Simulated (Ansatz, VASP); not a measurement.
## One calculation of ScCu, two programs

```
Sc Cu
1.0
     3.16711    0.00000    0.00000
     0.00000    3.16711    0.00000
     0.00000    0.00000    3.16711
Sc Cu
1 1
Cartesian
  1.5836 1.5836 1.5836
  0.0000 0.0000 0.0000
```

Alike in both runs: functional LDA; k mesh 14 × 14 × 14; occupations gaussian, width 0.1 eV; no spin polarisation.

Ansatz relaxed the structure, and its values are those at the end. VASP's run is a single point on that final structure, the one shown.

|  | VASP | Ansatz |
| --- | --- | --- |
| version | VASP 6.6.1 | Ansatz 0.2.0 |
| potentials or method | VASP PAW LDA potentials, release 64 (Sc_sv, Cu) | scalar-relativistic, plane waves, PAW |
| plane-wave cutoff (eV) | 520 | 420 |
| valence electrons in the cell | 22 | 30 |

VASP gave:

- gap on the k mesh at the Fermi level (eV): none
- pressure (GPa): 0.5

Question: What did Ansatz give for the same quantities?

Answer: gap on the k mesh at the Fermi level (eV): none; pressure (GPa): 0.0.

A gap of «none» marks a metal or a gap that the smearing closes. The two sets of potentials don't hold the same shells in valence.
